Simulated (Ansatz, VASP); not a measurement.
# SrTiO3 (Tausonite) in two plane-wave programs, part 2 of 2

Wanted: the spread between two codes on one cell, functional and k mesh.  Other levels of theory on this material are compared in a session of their own.

VASP 6.6.1 and Ansatz 0.2.0.

So far. Step 2 (VASP: band structure, PBEsol): The run ends at a pressure of -1.27 GPa.

**4. Comparison**

Known differences besides the potentials themselves: the cutoff is 420 eV in Ansatz and 520 eV in VASP; Ansatz makes its cores anew for this functional, VASP keeps those of its PBE data sets; VASP leaves aspherical gradient terms in its spheres out (LASPH is not set), Ansatz keeps them. Total energies have different zeros and are not compared.

Compared:

```csv
quantity,Ansatz,VASP,difference
pressure (GPa),-1.93,-1.27,-0.66
pressure without Ansatz's Pulay correction (GPa),-2.56,-1.27,-1.29
gap over the path points (eV),1.813,1.780,+0.032
```

Levels at points of the path, from each program's valence-band top (eV; 4 filled, then empty):

```csv
k (reciprocal lattice),Ansatz,VASP
0.000 0.000 0.000,-1.19 -0.35 -0.35 -0.35 1.81 1.81 1.81,-1.19 -0.36 -0.36 -0.36 1.78 1.78 1.78
0.000 0.100 0.000,-1.28 -0.68 -0.42 -0.42 1.83 2.06 2.06,-1.28 -0.69 -0.43 -0.43 1.80 2.02 2.02
0.000 0.200 0.000,-1.51 -1.35 -0.54 -0.54 1.87 2.60 2.60,-1.51 -1.36 -0.55 -0.55 1.84 2.57 2.57
0.000 0.300 0.000,-1.98 -1.76 -0.64 -0.64 1.92 3.19 3.19,-1.99 -1.77 -0.65 -0.65 1.89 3.16 3.16
0.000 0.433 0.000,-2.34 -1.99 -0.72 -0.72 1.98 3.71 3.71,-2.35 -2.00 -0.73 -0.73 1.95 3.68 3.68
0.000 0.500 0.000,-2.39 -2.02 -0.73 -0.73 1.99 3.79 3.79,-2.40 -2.03 -0.74 -0.74 1.96 3.76 3.76
0.100 0.500 0.000,-2.18 -1.55 -0.96 -0.87 2.20 3.79 3.79,-2.19 -1.56 -0.97 -0.89 2.17 3.76 3.76
0.200 0.500 0.000,-2.01 -1.35 -1.18 -0.92 2.69 3.79 3.84,-2.02 -1.36 -1.19 -0.92 2.66 3.76 3.81
0.333 0.500 0.000,-1.75 -1.57 -1.55 -0.33 3.39 3.79 4.04,-1.76 -1.58 -1.56 -0.33 3.36 3.76 4.01
0.433 0.500 0.000,-1.71 -1.61 -1.59 -0.12 3.73 3.79 4.21,-1.72 -1.62 -1.59 -0.13 3.70 3.77 4.17
```

Among the levels compared at these points, filled levels agree within 15 meV and empty ones within 33 meV. Ansatz's pressure holds a Pulay correction of 0.63 GPa; VASP's holds none.

**5. VASP: band structure, BLYP**

The same path points are solved in both programs, so levels can be compared one by one.

Contents of INCAR:

```
SYSTEM = SrTiO3
PREC = Accurate
ENCUT = 520
EDIFF = 1E-06
NELM = 100
ISMEAR = 0
SIGMA = 0.02
LREAL = .FALSE.
ALGO = Normal
GGA = B5
ALDAX = 1
AGGAX = 1
AGGAC = 1
ALDAC = 0
NBANDS = 35
LORBIT = 11
LWAVE = .FALSE.
LCHARG = .FALSE.
KPAR = 8
```

Contents of POSCAR:

```
SrTiO3
1.0
    3.9052800000      0.0000000000      0.0000000000
    0.0000000000      3.9052800000      0.0000000000
    0.0000000000      0.0000000000      3.9052800000
Sr Ti O
1 1 3
Direct
    0.5000000000      0.5000000000      0.5000000000
    0.0000000000      0.0000000000      0.0000000000
    0.5000000000      0.0000000000      0.0000000000
    0.0000000000      0.5000000000      0.0000000000
    0.0000000000      0.0000000000      0.5000000000
```

Contents of KPOINTS:

```
Automatic mesh
0
Gamma
4 4 4
0 0 0
```

Contents of KPOINTS_OPT:

```
Line mode
16
Line-mode
Reciprocal
  0.00000000   0.00000000   0.00000000 GAMMA
  0.00000000   0.50000000   0.00000000 X

  0.00000000   0.50000000   0.00000000 X
  0.50000000   0.50000000   0.00000000 M

  0.50000000   0.50000000   0.00000000 M
  0.00000000   0.00000000   0.00000000 GAMMA

  0.00000000   0.00000000   0.00000000 GAMMA
  0.50000000   0.50000000   0.50000000 R

  0.50000000   0.50000000   0.50000000 R
  0.00000000   0.50000000   0.00000000 X

  0.50000000   0.50000000   0.00000000 M
  0.50000000   0.50000000   0.50000000 R
```

The projector-augmented-wave data sets are Sr_sv, Ti_sv and O (PBE family, release 64).

The run is started by

```
$ mpirun -np 8 vasp_std
```

Numbers of over 12 decimals in the logs are rounded to 6 here.

The log of the run:

```text
[banner, memory and clock lines left out]
running    8 mpi-ranks, on    1 nodes
[...]
[... a notice as in an earlier step ...]

 [... a notice as in an earlier step ...]

 LDA part: xc-table for (Slater(with rela. corr.)+VWN5), standard interpolation
 POSCAR, INCAR and KPOINTS ok, starting setup
[...]
entering main loop
       N       E                     dE             d eps       ncg     rms          rms(c)
DAV:   1     0.393067625167E+03    0.39307E+03   -0.19785E+04   700   0.124E+03
DAV:   2    -0.929589411078E+01   -0.40236E+03   -0.37436E+03   759   0.361E+02
DAV:   3    -0.476712426260E+02   -0.38375E+02   -0.37731E+02   872   0.112E+02
DAV:   4    -0.496477804514E+02   -0.19765E+01   -0.19683E+01  1032   0.211E+01
[...]
DAV:  13    -0.382193782286E+02    0.64881E-04   -0.16061E-04   815   0.138E-01    0.473E-02
DAV:  14    -0.382193693714E+02    0.88571E-05   -0.21774E-05   885   0.532E-02    0.159E-02
DAV:  15    -0.382193701689E+02   -0.79749E-06   -0.51743E-06   834   0.194E-02
   1 F= -.38219370E+02 E0= -.38219370E+02  d E =-.151821E-15
 Start KPOINTS_OPT (optional k-point list driver)
k-point batch [1-10\96]
       N       E                     dE             ncg
DAV:   1    -0.179629771877E+03   -0.22367E+04      700
DAV:   2    -0.379235012664E+04   -0.36127E+04      804
DAV:   3    -0.412353645744E+04   -0.33119E+03      901
DAV:   4    -0.413451453015E+04   -0.10978E+02     1016
DAV:   5    -0.413488969663E+04   -0.37517E+00      949
DAV:   6    -0.413489175856E+04   -0.20619E-02      951
DAV:   7    -0.413489179656E+04   -0.38001E-04      881
DAV:   8    -0.413489179733E+04   -0.77083E-06      654
[...]
k-point batch [91-96\96]
       N       E                     dE             ncg
DAV:   1     0.624777380347E+04   -0.95657E+04      420
DAV:   2     0.400188043519E+04   -0.22459E+04      452
DAV:   3     0.377409892344E+04   -0.22778E+03      550
DAV:   4     0.376280999132E+04   -0.11289E+02      592
DAV:   5     0.376261336213E+04   -0.19663E+00      509
DAV:   6     0.376260809988E+04   -0.52622E-02      581
DAV:   7     0.376260797177E+04   -0.12811E-03      525
DAV:   8     0.376260796920E+04   -0.25722E-05      405
DAV:   9     0.376260796909E+04   -0.11155E-06      344
```

OUTCAR, selected parts (step 5):

```text
  Total        3.7779218      3.7779218      3.7779218      0.0000000     -0.0000000      0.0000000
  in kB      101.6265103    101.6265103    101.6265103      0.0000000     -0.0000000      0.0000000
  external PRESSURE =     101.6265103 kB  Pullay stress =       0.0000000 kB

  FREE ENERGIE OF THE ION-ELECTRON SYSTEM (eV)
  ---------------------------------------------------
  free  energy   TOTEN  =       -38.2193701689 eV

  energy  without entropy=      -38.2193701689  energy(sigma->0) =      -38.21937017

[... 3 parts as in an earlier step ...]

[... 1 further part left out ...]
[key lines of the parts left out:]
E-fermi :   4.5991
```

At this level the cell is under a pressure of 10.2 GPa, so at these settings it is away from equilibrium.

**6. Ansatz: band structure, BLYP**

The same cell, functional (in two slightly different forms), mesh and smearing now go to Ansatz, which takes its cutoff from its data sets.

Contents of input.yaml:

```yaml
crystal:
  lattice:
    - [3.90528, 0.0, 0.0]
    - [0.0, 3.90528, 0.0]
    - [0.0, 0.0, 3.90528]
  atoms:
    - { symbol: Sr, position: [0.5, 0.5, 0.5] }
    - { symbol: Ti, position: [0.0, 0.0, 0.0] }
    - { symbol: O, position: [0.5, 0.0, 0.0] }
    - { symbol: O, position: [0.0, 0.5, 0.0] }
    - { symbol: O, position: [0.0, 0.0, 0.5] }
hamiltonian:
  xc: blyp
  pseudopotentials: { kind: paw }
kpoints:
  mp_grid: { grid: [4, 4, 4] }
  band_path:
    path:
      - [0.0, 0.0, 0.0]
      - [0.0, 0.1, 0.0]
      - [0.0, 0.2, 0.0]
      - [0.0, 0.3, 0.0]
      - [0.0, 0.43333, 0.0]
      - [0.0, 0.5, 0.0]
      - [0.1, 0.5, 0.0]
      - [0.2, 0.5, 0.0]
      - [0.33333, 0.5, 0.0]
      - [0.43333, 0.5, 0.0]
      - [0.5, 0.5, 0.0]
      - [0.36667, 0.36667, 0.0]
      - [0.26667, 0.26667, 0.0]
      - [0.16667, 0.16667, 0.0]
      - [0.06667, 0.06667, 0.0]
      - [0.03333, 0.03333, 0.03333]
      - [0.13333, 0.13333, 0.13333]
      - [0.23333, 0.23333, 0.23333]
      - [0.33333, 0.33333, 0.33333]
      - [0.46667, 0.46667, 0.46667]
      - [0.5, 0.5, 0.5]
      - [0.46667, 0.5, 0.46667]
      - [0.36667, 0.5, 0.36667]
      - [0.23333, 0.5, 0.23333]
      - [0.13333, 0.5, 0.13333]
      - [0.03333, 0.5, 0.03333]
      - [0.5, 0.5, 0.03333]
      - [0.5, 0.5, 0.16667]
      - [0.5, 0.5, 0.26667]
      - [0.5, 0.5, 0.36667]
      - [0.5, 0.5, 0.5]
    npoints: 1
scf:
  occupations: { method: gaussian, width: 0.02 }
  n_extra_bands: 8
output:
  forces: true
  stress: true
  eigenvalues: true
```

The run is started by

```
$ ansatz run input.yaml --threads 2 --pin off --max-ram 4608MiB --backend cpu --events-out ev --progress --plain --runs-dir out
```

The log of the run:

```text
[...]
Crystal: 5 atoms, lattice volume = 59.560 Å³
Basis set: ecut = 420 eV, 1189 PW (Γ), exchange–correlation on 54×54×54 points (8 copies of the dense FFT grid, shifted against one another)
Bands: 28, of which v1, the nominal top of the filled ones, is band 20 counted from 1 (19 counted from 0)
Symmetry: 48 space group operations
[...]
k-points: 10 of 64
[...]
k-point 0: bands = [... 16 lower, 9.1567, 9.9707, 9.9707, 9.9707, 12.2068, 12.2068, 12.2068, 14.5877, ... 4 higher]
  k-point 1: bands = [... 16 lower, 8.6867, 8.7399, 9.7321, 9.7321, 12.2819, 13.2305, 13.2305, 14.5966, ... 4 higher]
  k-point 2: bands = [... 16 lower, 8.0049, 8.3841, 9.5989, 9.5989, 12.3605, 14.0669, 14.0669, 14.6022, ... 4 higher]
  k-point 9: bands = [... 16 lower, 6.6479, 10.3107, 10.3107, 10.3107, 14.7368, 14.7368, 14.7368, 17.3940, ... 4 higher]
[key lines of the parts left out:]
SCF converged after 6 iterations
Free energy (F): -7779.357780 eV
Fermi energy:    11.258759 eV
P = ⅓ Tr σ = 9.2793 GPa (92.793 kbar)
```

Run time: 1.7 s. Hardware: 2 threads of Arm Neoverse V2, shared host; peak memory 0.3 GiB.

**7. Comparison**

What differs besides the data sets and the points named for the pairs above, as far as they apply: VASP's log shows a relativistic correction to its local exchange, Ansatz's none. Total energies have different zeros and are not compared.

Both answers:

```csv
quantity,Ansatz,VASP,difference
pressure (GPa),9.28,10.16,-0.88
pressure without Ansatz's Pulay correction (GPa),8.61,10.16,-1.55
gap over the path points (eV),1.896,1.854,+0.042
```

Levels at points of the path, from each program's valence-band top (eV; 4 filled, then empty):

```csv
k (reciprocal lattice),Ansatz,VASP
0.000 0.000 0.000,-1.15 -0.34 -0.34 -0.34 1.90 1.90 1.90,-1.15 -0.35 -0.35 -0.35 1.85 1.85 1.85
0.000 0.100 0.000,-1.24 -0.65 -0.41 -0.41 1.91 2.12 2.12,-1.24 -0.66 -0.42 -0.42 1.87 2.08 2.08
0.000 0.200 0.000,-1.45 -1.30 -0.53 -0.53 1.95 2.64 2.64,-1.45 -1.31 -0.54 -0.54 1.91 2.60 2.60
0.000 0.300 0.000,-1.90 -1.69 -0.62 -0.62 2.00 3.19 3.19,-1.91 -1.70 -0.63 -0.63 1.96 3.15 3.15
0.000 0.433 0.000,-2.26 -1.90 -0.70 -0.70 2.04 3.69 3.69,-2.27 -1.91 -0.71 -0.71 2.00 3.65 3.65
0.000 0.500 0.000,-2.31 -1.93 -0.71 -0.71 2.05 3.76 3.76,-2.31 -1.94 -0.72 -0.72 2.01 3.72 3.72
0.100 0.500 0.000,-2.09 -1.48 -0.94 -0.85 2.25 3.76 3.77,-2.10 -1.49 -0.95 -0.86 2.21 3.72 3.73
0.200 0.500 0.000,-1.92 -1.31 -1.14 -0.87 2.71 3.76 3.82,-1.93 -1.32 -1.15 -0.88 2.68 3.72 3.79
0.333 0.500 0.000,-1.67 -1.51 -1.49 -0.32 3.38 3.76 4.03,-1.68 -1.52 -1.50 -0.32 3.34 3.72 3.98
0.433 0.500 0.000,-1.64 -1.55 -1.52 -0.12 3.70 3.76 4.18,-1.65 -1.55 -1.53 -0.13 3.66 3.72 4.14
```

Among the levels compared at these points, filled levels agree within 15 meV and empty ones within 43 meV. Ansatz's pressure holds a Pulay correction of 0.67 GPa; VASP's holds none.

**8. Ansatz: band structure, PBE, spin-orbit coupling**

Levels along a path test the potential and the projectors away from the mesh points.

input.yaml: that of step 6 with these lines changed.

```diff
@@ -12,6 +12,9 @@
 hamiltonian:
-  xc: blyp
-  pseudopotentials: { kind: paw }
+  xc: pbe
+  pseudopotentials: { kind: paw_fr }
+magnetization:
+  noncollinear: true
+  spin_orbit: true
 kpoints:
-  mp_grid: { grid: [4, 4, 4] }
+  mp_grid: { grid: [5, 5, 5] }
   band_path:
@@ -52,3 +55,3 @@
   occupations: { method: gaussian, width: 0.02 }
-  n_extra_bands: 8
+  n_extra_bands: 16
 output:
```

The log of the run:

```text
[...]
non-collinear run that drives no moment, with spin-orbit: no starting moment large enough to seed its density (crystal.atoms[].spin), no starting occupations that ask for one, no magnetisation constraint and no magnetic field, so the semilocal B_xc is pinned to zero
Crystal: 5 atoms, lattice volume = 59.560 Å³
[...]
k-point 1: bands = [... 36 lower, 9.4388, 9.4388, 9.4794, 9.4794, 11.9296, 11.9296, 12.6269, 12.6269, ... 12 higher]
  k-point 2: bands = [... 36 lower, 9.2749, 9.2749, 9.3118, 9.3118, 12.0232, 12.0232, 13.6228, 13.6228, ... 12 higher]
  k-point 9: bands = [... 36 lower, 9.7210, 9.7210, 9.8672, 9.8672, 14.2507, 14.2507, 14.2697, 14.2697, ... 12 higher]
[key lines of the parts left out:]
SCF converged after 9 iterations
Magnetization: |M| = 0.0000 μB,  M = (+0.0000, +0.0000, +0.0000) μB
Free energy (F): -7755.151023 eV
Fermi energy:    10.866241 eV
P = ⅓ Tr σ = 4.2930 GPa (42.930 kbar)
```

Elapsed: 14 s, on 2 threads; peak memory 0.48 GiB.

**9. VASP: band structure, PBE, spin-orbit coupling**

The same cell, functional, mesh and smearing now go to VASP, with its own data sets and cutoff.

Contents of INCAR:

```
SYSTEM = SrTiO3
PREC = Accurate
ENCUT = 520
EDIFF = 1E-06
NELM = 100
ISMEAR = 0
SIGMA = 0.02
LREAL = .FALSE.
ALGO = Normal
GGA = PE
LNONCOLLINEAR = .TRUE.
MAGMOM = 0 0 0 0 0 0 0 0 0 0 0 0 0 0 0
NBANDS = 52
GGA_COMPAT = .FALSE.
LASPH = .TRUE.
LSORBIT = .TRUE.
LMAXMIX = 4
LORBIT = 11
LWAVE = .FALSE.
LCHARG = .FALSE.
KPAR = 8
```

POSCAR is that of step 5.

Contents of KPOINTS:

```
Automatic mesh
0
Gamma
5 5 5
0 0 0
```

KPOINTS_OPT is that of step 5.

The run is started by

```
$ mpirun -np 8 vasp_ncl
```

The log of the run:

```text
[banner, memory and clock lines left out]
running    8 mpi-ranks, on    1 nodes
[...]
[... a notice as in an earlier step ...]

 LDA part: xc-table for (Slater+PW92), standard interpolation
 POSCAR, INCAR and KPOINTS ok, starting setup
[...]
entering main loop
       N       E                     dE             d eps       ncg     rms          rms(c)
DAV:   1     0.487640408659E+03    0.48764E+03   -0.19800E+04  1040   0.168E+03
DAV:   2     0.230205209055E+02   -0.46462E+03   -0.43439E+03  1128   0.490E+02
DAV:   3    -0.466476002227E+02   -0.69668E+02   -0.68559E+02  1380   0.183E+02
DAV:   4    -0.503094572289E+02   -0.36619E+01   -0.36525E+01  1520   0.407E+01
[...]
DAV:  16    -0.401654665452E+02    0.30623E-05   -0.84369E-06  1508   0.332E-02    0.782E-03
DAV:  17    -0.401654677349E+02   -0.11897E-05   -0.24366E-06  1060   0.194E-02    0.498E-03
DAV:  18    -0.401654677206E+02    0.14310E-07   -0.10124E-06   784   0.119E-02
   1 F= -.40165468E+02 E0= -.40165468E+02  d E =-.154309E-62  mag=     0.0000    -0.0000    -0.0000
 Start KPOINTS_OPT (optional k-point list driver)
k-point batch [1-10\96]
       N       E                     dE             ncg
DAV:   1     0.534407108289E+03   -0.55275E+03     1044
DAV:   2    -0.364654937024E+04   -0.41810E+04     1148
DAV:   3    -0.423147975939E+04   -0.58493E+03     1432
DAV:   4    -0.427619191594E+04   -0.44712E+02     1424
[...]
DAV:   8    -0.427866755430E+04   -0.59390E-04     1452
DAV:   9    -0.427866755773E+04   -0.34316E-05     1180
DAV:  10    -0.427866755785E+04   -0.12226E-06      772
[...]
k-point batch [91-96\96]
       N       E                     dE             ncg
DAV:   1     0.605078177849E+04   -0.90004E+04      624
DAV:   2     0.349522755512E+04   -0.25556E+04      664
DAV:   3     0.310616325633E+04   -0.38906E+03      936
DAV:   4     0.307799559662E+04   -0.28168E+02      896
[...]
DAV:   8     0.307682081767E+04   -0.33453E-04      888
DAV:   9     0.307682081560E+04   -0.20708E-05      796
DAV:  10     0.307682081551E+04   -0.88639E-07      544
```

From OUTCAR (step 9):

```text
  Total        1.8417924      1.8417924      1.8417924      0.0000000      0.0000000     -0.0000000
  in kB       49.5444188     49.5444188     49.5444188      0.0000000      0.0000000     -0.0000000
  external PRESSURE =      49.5444188 kB  Pullay stress =       0.0000000 kB

 POSITION                                       TOTAL-FORCE (eV/Angst)
 -----------------------------------------------------------------------------------
      1.95264      1.95264      1.95264         0.000000      0.000000      0.000000
      0.00000      0.00000      0.00000         0.000000      0.000000      0.000000
      1.95264      0.00000      0.00000         0.000000      0.000000      0.000000
      0.00000      1.95264      0.00000         0.000000      0.000000      0.000000
      0.00000      0.00000      1.95264         0.000000      0.000000      0.000000
 -----------------------------------------------------------------------------------
    total drift:                                0.000000     -0.000000     -0.000000

  FREE ENERGIE OF THE ION-ELECTRON SYSTEM (eV)
  ---------------------------------------------------
  free  energy   TOTEN  =       -40.1654677206 eV

  energy  without entropy=      -40.1654677206  energy(sigma->0) =      -40.16546772

 magnetization (x)
# of ion       s       p       d       tot
------------------------------------------
    1        0.000  -0.000  -0.000  -0.000
    2       -0.000   0.000  -0.000  -0.000
    3        0.000  -0.000   0.000  -0.000
    4        0.000  -0.000   0.000  -0.000
    5       -0.000   0.000   0.000   0.000
--------------------------------------------------
tot         -0.000  -0.000  -0.000  -0.000

 magnetization (y)
# of ion       s       p       d       tot
------------------------------------------
    1       -0.000   0.000   0.000   0.000
    2        0.000   0.000  -0.000   0.000
    3        0.000  -0.000   0.000  -0.000
    4        0.000   0.000   0.000   0.000
    5        0.000   0.000   0.000   0.000
--------------------------------------------------
tot          0.000   0.000   0.000   0.000

 magnetization (z)
# of ion       s       p       d       tot
------------------------------------------
    1       -0.000   0.000  -0.000  -0.000
    2       -0.000   0.000   0.000  -0.000
    3        0.000   0.000   0.000   0.000
    4        0.000   0.000   0.000   0.000
    5        0.000   0.000   0.000   0.000
--------------------------------------------------
tot         -0.000   0.000  -0.000   0.000

[... 1 part as in an earlier step ...]

[... 2 further parts left out ...]
[key lines of the parts left out:]
E-fermi :   4.2750
```

The run ends at a pressure of 4.95 GPa.

**10. Comparison**

What differs besides the data sets and the points named for the pairs above, as far as they apply: spin-orbit coupling enters by fully relativistic files in Ansatz and inside the spheres in VASP. Total energies have different zeros and are not compared.

Compared:

```csv
quantity,Ansatz,VASP,difference
pressure (GPa),4.29,4.95,-0.66
pressure without Ansatz's Pulay correction (GPa),3.71,4.95,-1.25
gap over the path points (eV),1.867,1.835,+0.031
```

Levels at points of the path, from each program's valence-band top (eV; 8 filled, then empty):

```csv
k (reciprocal lattice),Ansatz,VASP
0.000 0.000 0.000,-1.17 -1.17 -0.39 -0.39 -0.33 -0.33 -0.33 -0.33 1.87 1.87 1.87 1.87 1.90 1.90,-1.17 -1.17 -0.40 -0.40 -0.34 -0.34 -0.34 -0.34 1.83 1.83 1.83 1.83 1.86 1.86
0.000 0.100 0.000,-1.27 -1.27 -0.68 -0.68 -0.44 -0.44 -0.40 -0.40 1.89 1.89 2.10 2.10 2.12 2.12,-1.27 -1.27 -0.69 -0.69 -0.45 -0.45 -0.41 -0.41 1.86 1.86 2.07 2.07 2.09 2.09
0.000 0.200 0.000,-1.49 -1.49 -1.34 -1.34 -0.56 -0.56 -0.52 -0.52 1.93 1.93 2.63 2.63 2.65 2.65,-1.49 -1.49 -1.35 -1.35 -0.57 -0.57 -0.53 -0.53 1.90 1.90 2.60 2.60 2.62 2.62
0.000 0.300 0.000,-1.95 -1.95 -1.73 -1.73 -0.66 -0.66 -0.62 -0.62 1.98 1.98 3.20 3.20 3.22 3.22,-1.96 -1.96 -1.74 -1.74 -0.67 -0.67 -0.63 -0.63 1.95 1.95 3.17 3.17 3.19 3.19
0.000 0.433 0.000,-2.29 -2.29 -1.95 -1.95 -0.74 -0.74 -0.70 -0.70 2.03 2.03 3.71 3.71 3.74 3.74,-2.29 -2.29 -1.96 -1.96 -0.75 -0.75 -0.71 -0.71 2.01 2.01 3.68 3.68 3.71 3.71
0.000 0.500 0.000,-2.33 -2.33 -1.98 -1.98 -0.75 -0.75 -0.71 -0.71 2.04 2.04 3.78 3.78 3.81 3.81,-2.34 -2.34 -1.99 -1.99 -0.76 -0.76 -0.72 -0.72 2.01 2.01 3.76 3.76 3.78 3.78
0.100 0.500 0.000,-2.14 -2.14 -1.52 -1.52 -0.96 -0.96 -0.86 -0.86 2.25 2.25 3.79 3.79 3.81 3.81,-2.16 -2.16 -1.53 -1.53 -0.97 -0.97 -0.87 -0.87 2.22 2.22 3.76 3.76 3.79 3.79
0.200 0.500 0.000,-1.98 -1.98 -1.34 -1.34 -1.16 -1.16 -0.90 -0.90 2.73 2.73 3.80 3.80 3.86 3.86,-1.99 -1.99 -1.35 -1.35 -1.17 -1.17 -0.91 -0.91 2.70 2.70 3.77 3.77 3.83 3.83
0.333 0.500 0.000,-1.72 -1.72 -1.55 -1.55 -1.53 -1.53 -0.33 -0.33 3.41 3.41 3.80 3.80 4.06 4.06,-1.73 -1.73 -1.56 -1.56 -1.54 -1.54 -0.33 -0.33 3.38 3.38 3.77 3.77 4.03 4.03
0.433 0.500 0.000,-1.69 -1.69 -1.60 -1.60 -1.56 -1.56 -0.13 -0.13 3.73 3.73 3.81 3.81 4.22 4.22,-1.70 -1.70 -1.61 -1.61 -1.57 -1.57 -0.14 -0.14 3.71 3.71 3.78 3.78 4.19 4.19
```

Among the levels compared at these points, filled levels agree within 16 meV and empty ones within 32 meV. Ansatz's pressure holds a Pulay correction of 0.59 GPa; VASP's holds none.

**11. Results**

```json
{
 "difference in gap over the path points (band structure, PBEsol)": "0.032 eV",
 "difference in pressure (band structure, PBEsol)": "-0.66 GPa",
 "difference in gap over the path points (band structure, BLYP)": "0.042 eV",
 "difference in pressure (band structure, BLYP)": "-0.88 GPa",
 "difference in gap over the path points (band structure, PBE, spin-orbit coupling)": "0.031 eV",
 "difference in pressure (band structure, PBE, spin-orbit coupling)": "-0.66 GPa"
}
```

**Reading.** The difference in pressure is -0.88 GPa (band structure, BLYP), within the 1 GPa picked in this series as the mark of a large difference. 8 further runs of this series are not shown here. Such differences can come from data sets, numerical settings and the points named under the comparisons, not from the functional's error against experiment.

[Lines on the potential files, build, host, timing and source positions are cut from VASP's logs without a mark.]

[Logs are printed without paths, hosts, clocks, repeated set-up lines and the standing remarks that a program may print on its own settings, such as how far it seeks lower states.]

[Hosts, paths, dates, database ids (printed as entryN), source tags and the programs' standing remarks are cut or masked in the printed files.]
